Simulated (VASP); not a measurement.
# Bulk modulus of insulating or semiconducting compounds of the cubic perovskite structure type: LDA against PBE

VASP (plane waves, PAW); cells keep the symmetry of their structure type. Static lattice, from a third-order Birch-Murnaghan fit over five volumes at each level.

Here x stands for PBE B0 and y for LDA B0.

| solid | PBE B0 (GPa) | LDA B0 (GPa) | cut-off (eV) |
|---|---|---|---|
| CsSnI3 | 15.4 | 19.8 | 520 |
| CsPbCl3 | 21.9 | ? | 520 |
| KZnF3 | 69.7 | 95.4 | 520 |
| BaZrO3 | 149.1 | 174.0 | 520 |
| BaHfO3 | 158.4 | 185.8 | 520 |
| BaTiO3 | 160.9 | 193.2 | 520 |
| SrTiO3 | 168.9 | 200.3 | 520 |
| KTaO3 | 188.0 | 217.4 | 520 |

Q: Using a straight line, estimate the missing y at x = 21.9 from the other rows, showing the fit.

A: With u = x - 130, the rows have u = -114.60, -60.30, 19.10, 28.40, 30.90, 38.90, 58.00. Means: u 0.057143, y 155.13. About the means, the sum of products is 26887 and the sum of squares of u is 23773; the slope is their ratio. Least squares gives y = 155.06 + 1.13101·u. Residuals (row less fit): -5.65, 8.54, -2.66, -1.38, 3.19, 1.24, -3.26; standard error 5.22 (degrees of freedom: 5). The slope is 1.13 with a standard error of 0.034. At the withheld row, u = -108.10, so y = 155.06 + 1.13101 × (-108.10) = 32.80 GPa. The calculation gives 29.5 GPa, 3.30 GPa below the prediction (1.7 % of the range of y in the table). The row lies between fitted rows. From the scatter of the fitted rows alone, a prediction at this place has a standard error of 6.67 GPa, so the miss is 0.5 times that.

CsSnI3 is here the ideal cubic form; the compound distorts at low or room temperature. CsPbCl3 is here the ideal cubic form; the compound distorts at low or room temperature. BaTiO3 is here the ideal cubic form; the compound distorts at low or room temperature. SrTiO3 is here the ideal cubic form; the compound distorts at low or room temperature. The rows are a random draw from the solids of this series computed here; series whose standard error about the line passes 12 to 30 % of the range of y, or with no trend, aren't shown in this form.
